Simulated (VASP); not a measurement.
# What goes wrong when W (Tungsten) is relaxed with a bad input, part 2 of 2

Some relaxations of W (Tungsten) get a fault in the input on purpose. Which of them show, and how? The starting structure is a measured crystal structure from the Crystallography Open Database. The first relaxation on each setting starts from this cell expanded by 3 % in volume.

VASP 6.6.1.

Results so far: reference 15.54 Å³ an atom; one electron too many 24.34 Å³ an atom; an ionic step far too long 15.54 Å³ an atom.

### Step 5. Relaxation with a smearing far too wide

Level of this step: PBEsol; plane waves and PAW (W) (VASP).

A slip made on purpose: a smearing far too wide. Against step 2 the input has ISMEAR = 0 and SIGMA = 2 (also changed: NELM).

INCAR

```
SYSTEM = W
PREC = Accurate
ENCUT = 450
EDIFF = 1E-06
NELM = 60
ISMEAR = 0
SIGMA = 2
LREAL = .FALSE.
ALGO = Normal
GGA = PS
NBANDS = 9
LASPH = .TRUE.
LORBIT = 11
LWAVE = .FALSE.
LCHARG = .FALSE.
KPAR = 8
IBRION = 2
NSW = 50
ISIF = 3
EDIFFG = -0.006
```

POSCAR

```
W
1.0
   -1.5980128011      1.5980128011      1.5980128011
    1.5980128011     -1.5980128011      1.5980128011
    1.5980128011      1.5980128011     -1.5980128011
W
1
Direct
    0.0000000000      0.0000000000      0.0000000000
```

KPOINTS

```
Automatic mesh
0
Gamma
20 20 20
0 0 0
```

Potentials, in the order of the species: W (PBE family, release 64).

Launch:

```console
$ mpirun -np 8 vasp_std
```

Output:

```text
[... set-up lines as in an earlier step ...]
 entering main loop
       N       E                     dE             d eps       ncg     rms          rms(c)
DAV:   1     0.458282812308E+01    0.45828E+01   -0.26947E+03  4656   0.503E+02
DAV:   2    -0.147418308697E+02   -0.19325E+02   -0.18482E+02  5405   0.123E+02
DAV:   3    -0.151659182649E+02   -0.42409E+00   -0.41850E+00  5330   0.141E+01
DAV:   4    -0.151671588505E+02   -0.12406E-02   -0.12403E-02  5318   0.842E-01
[...]
DAV:   9    -0.145084834668E+02    0.40292E-03   -0.27125E-04  5408   0.833E-02    0.211E-02
DAV:  10    -0.145084824236E+02    0.10433E-05   -0.17101E-05  5315   0.265E-02    0.150E-02
DAV:  11    -0.145084818389E+02    0.58470E-06   -0.33599E-07  2722   0.687E-03
   1 F= -.14508482E+02 E0= -.13699644E+02  d E =-.145085E+02
[...]
2 F= -.14471392E+02 E0= -.13755082E+02  d E =0.370899E-01
[...]
3 F= -.14513231E+02 E0= -.13729296E+02  d E =-.474913E-02
[...]
4 F= -.14513233E+02 E0= -.13729857E+02  d E =-.475141E-02
[...]
reached required accuracy - stopping structural energy minimisation
```

Run time: 8.4 s. Hardware: 8 MPI ranks of Intel Xeon 6975P-C (Granite Rapids), shared host; peak memory 1.2 GiB; 51 s of CPU time.

From OUTCAR (step 5):

```text
  Total       -0.0036611     -0.0036611     -0.0036611     -0.0000000      0.0000000     -0.0000000
  in kB       -0.3661794     -0.3661794     -0.3661794     -0.0000000      0.0000000     -0.0000000
  external PRESSURE =      -0.3661794 kB  Pullay stress =       0.0000000 kB

 POSITION                                       TOTAL-FORCE (eV/Angst)
 -----------------------------------------------------------------------------------
      1.58802      1.58802      1.58802         0.000000      0.000000     -0.000000
 -----------------------------------------------------------------------------------
    total drift:                               -0.000000     -0.000000      0.000000

  FREE ENERGIE OF THE ION-ELECTRON SYSTEM (eV)
  ---------------------------------------------------
  free  energy   TOTEN  =       -14.5132332482 eV

  energy  without entropy=      -12.9464803402  energy(sigma->0) =      -13.72985679

[... 2 parts as in an earlier step ...]

[... 2 further parts left out ...]
[key lines of the parts left out:]
E-fermi :   7.4781
```

With a smearing far too wide the cell ends at 16.019 Å³ an atom, +3.10 % from the reference; the bulk modulus is 272.2 GPa against 337.6 GPa.

### Step 6. Relaxation with a cutoff far too low

A slip made on purpose: a cutoff far too low. Against step 2 the input has PREC = Normal and ENCUT = 120 (also changed: NELM).

Edit INCAR of step 5 so:

```diff
@@ -1,8 +1,8 @@
 SYSTEM = W
-PREC = Accurate
-ENCUT = 450
+PREC = Normal
+ENCUT = 120
 EDIFF = 1E-06
 NELM = 60
-ISMEAR = 0
-SIGMA = 2
+ISMEAR = 1
+SIGMA = 0.15
 LREAL = .FALSE.
```

POSCAR is that of step 5.

KPOINTS is that of step 5.

Launch:

```console
$ mpirun -np 8 vasp_std
```

Output:

```text
[... set-up lines as in an earlier step ...]
 entering main loop
       N       E                     dE             d eps       ncg     rms          rms(c)
DAV:   1    -0.156670176318E+02   -0.15667E+02   -0.13094E+03  6543   0.147E+02
DAV:   2    -0.175058123482E+02   -0.18388E+01   -0.17982E+01  4799   0.222E+01
DAV:   3    -0.175154742900E+02   -0.96619E-02   -0.96613E-02  5274   0.125E+00
DAV:   4    -0.175154764979E+02   -0.22079E-05   -0.22092E-05  4891   0.216E-02
[...]
DAV:   8    -0.160576915166E+02    0.61837E-02   -0.82693E-03  4863   0.463E-01    0.352E-01
DAV:   9    -0.160576165278E+02    0.74989E-04   -0.22748E-04  4977   0.705E-02    0.322E-02
DAV:  10    -0.160576172653E+02   -0.73747E-06   -0.36869E-06  4818   0.960E-03
   1 F= -.16057617E+02 E0= -.16057835E+02  d E =-.160576E+02
[...]
-----------------------------------------------------------------------------
|                                                                             |
|     EEEEEEE  RRRRRR   RRRRRR   OOOOOOO  RRRRRR      ###     ###     ###     |
[...]
|     E        R    R   R    R   O     O  R    R      ###     ###     ###     |
|     EEEEEEE  R     R  R     R  OOOOOOO  R     R     ###     ###     ###     |
|                                                                             |
|     Orbital orthonormalization failed in the inversion of matrix            |
|     LAPACK: Routine ZPOTRF failed! kpoint: 9 spin: 1                        |
|                                                                             |
|     Possible solutions for this issue are:                                  |
|     - Please check whether the atoms are too close to each other.           |
|     - Decreasing POTIM might help during relaxations or MDs.                |
|     - Deleting CHGCAR or WAVECAR if incompatible with the structure.        |
|     - Try calculating without symmetrizing (ISYM = 0 or ISYM = -1).         |
|     - As last resort: using a different PAW for some of the atoms.          |
|                                                                             |
|       ---->  I REFUSE TO CONTINUE WITH THIS SICK JOB ... BYE!!! <----       |
|                                                                             |
 -----------------------------------------------------------------------------

1
1
1
1
1
1
1
1
```

It took 7.4 s on 8 MPI ranks.

VASP stopped with this message: “Orbital orthonormalization failed in the inversion of matrix LAPACK: Routine ZPOTRF failed! kpoint: 9 spin: 1”.

### Step 7. All runs side by side

| run | ended | volume (Å³/atom) | change (%) | bulk modulus (GPa) | pressure left (GPa) | core minutes |
| --- | --- | --- | --- | --- | --- | --- |
| reference | converged | 15.537 | - | 337.6 | 0.03 | 2.0 |
| one electron too many | converged | 24.342 | 56.67 | - | 0.0 | 2.37 |
| an ionic step far too long | converged | 15.538 | 0.01 | - | 0.02 | 1.71 |
| a smearing far too wide | converged | 16.019 | 3.1 | 272.2 | -0.04 | 1.12 |
| a cutoff far too low | stopped by VASP | - | - | - | - | 0.987 |

Core minutes are wall time times ranks, summed over the relaxations behind a row (those for a bulk modulus apart), on shared hosts.

### Step 8. Summary of results

```json
{
 "volume of the reference": "15.54 Å³/atom",
 "volume against the reference, one electron too many": "+56.67 %",
 "volume against the reference, an ionic step far too long": "+0.01 %",
 "volume against the reference, a smearing far too wide": "+3.10 %",
 "run with a cutoff far too low": "stopped by VASP"
}
```

What this shows: VASP stopped by itself in the run with a cutoff far too low. Finished, but with signs in the output that stand out against the reference: one electron too many, with the volume changed by +56.7 % (signs: a warning on the charge density, 98.2 GPa at the first ionic step (of the first relaxations, not shown; reference: -15.0 GPa) and an energy that rises by up to 0.3 eV an atom on the way); an ionic step far too long, with the volume changed by less than 0.1 % (signs: an energy that rises by up to 28.8 eV an atom on the way); a smearing far too wide, with the volume changed by +3.1 % (signs: -4.9 GPa at the first ionic step (of the first relaxations, not shown; reference: -15.0 GPa) and a large entropy term in the energy). The reference was restarted once and the runs with a slip weren't, so their cells may not have settled fully. Further runs on this material are not shown.

[Lines on the potential files, build, host, timing and source positions are cut from VASP's logs without a mark.]

[Logs are printed without paths, hosts, clocks, repeated set-up lines and the standing remarks that a program may print on its own settings, such as how far it seeks lower states.]

[Hosts, paths, dates, database ids (printed as entryN), source tags and the programs' standing remarks are cut or masked in the printed files.]
